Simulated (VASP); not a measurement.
NbC (rock salt): the formation energy from VASP (plane waves, PAW) at several levels of theory. The references are the elements' solids at the same level; no temperature or zero-point terms are added.  Without a dispersion term in the relaxation, distances and binding between the weakly bound layers, chains or molecules are unreliable, and so is what depends on them.

```
level   formation energy (eV/atom)
------  --------------------------
LDA                         -0.637
PBE                         -0.552
PBEsol                      -0.628
```

The cell of the LDA run:

```
NbC
1.0
    0.00000     2.21361     2.21361
    2.21361     0.00000     2.21361
    2.21361     2.21361     0.00000
Nb C
1 1
Direct
  0.00000   0.00000   0.00000
  0.50000   0.50000   0.50000
```

Only levels that ran to the end are used. Left out are those held back, those with too coarse a band path, GW runs whose mesh misses a band edge, hybrids' fits of cells that aren't cubic and levels without matching references; a question may draw on a part of the rest.
